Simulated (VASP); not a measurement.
An input for Ansatz (written as the equivalent of a VASP run, and not itself run):

Ansatz 0.2 input:
```yaml
crystal:
  lattice:
    - [3.8302615, 0.0000000, 0.0000000]
    - [-1.9151307, 3.3171033, 0.0000000]
    - [0.0000000, 0.0000000, 6.3164710]
  atoms:
    - { symbol: Si, position: [0.3333330, 0.6666670, 0.0628247] }
    - { symbol: Si, position: [0.6666670, 0.3333330, 0.9371753] }
    - { symbol: Si, position: [0.6666670, 0.3333330, 0.5628247] }
    - { symbol: Si, position: [0.3333330, 0.6666670, 0.4371753] }
kpoints:
  mp_grid: { grid: [6, 6, 3] }
hamiltonian:
  xc: pbesol
  pseudopotentials: { kind: paw }
scf:
  occupations: { method: gaussian, width: 0.05 }
  max_iter: 100
relax:
  max_steps: 60
  f_tol: 0.02
  cell: {}
output: { forces: true, stress: true, eigenvalues: true }
```

### Question
Write the VASP files for the same calculation (PBEsol).

### Answer
This is not unique; one that fits is 
File POSCAR:
```
Si
1
    3.8302614668     0.0000000000     0.0000000000
   -1.9151307334     3.3171032837     0.0000000000
    0.0000000000    -0.0000000000     6.3164710210
Si
4
Direct
  0.3333330000   0.6666670000   0.0628246684
  0.6666670000   0.3333330000   0.9371753316
  0.6666670000   0.3333330000   0.5628246684
  0.3333330000   0.6666670000   0.4371753316
```

KPOINTS:
```
Automatic mesh
0
Gamma
6 6 3
0 0 0
```

**INCAR**
```
SYSTEM = Si
PREC = Accurate
ENCUT = 400
EDIFF = 1E-6
NELM = 100
ALGO = Normal
LREAL = .FALSE.
LASPH = .TRUE.
ISMEAR = 0
SIGMA = 0.05
GGA = PS
LWAVE = .FALSE.
LCHARG = .FALSE.
IBRION = 2
ISIF = 3
NSW = 60
EDIFFG = -0.02
```

POTCAR, in this order: Si (PBE.64 set). Program: vasp_std.

What does not carry over: each code has its own PAW files, so the cut-off isn't converted (ENCUT is set for VASP's; basis.ecutwfc is left out, and Ansatz then takes the one that its files recommend); Ansatz stops its SCF on the density residual and VASP on the energy change (EDIFF).

The structure comes from a computed database's Si entry (P6_3/mmc); how it stands against other phases isn't given here. This run relaxes it. Symmetry was kept, so distortions that lower it aren't found. The start is the result of an earlier pass.
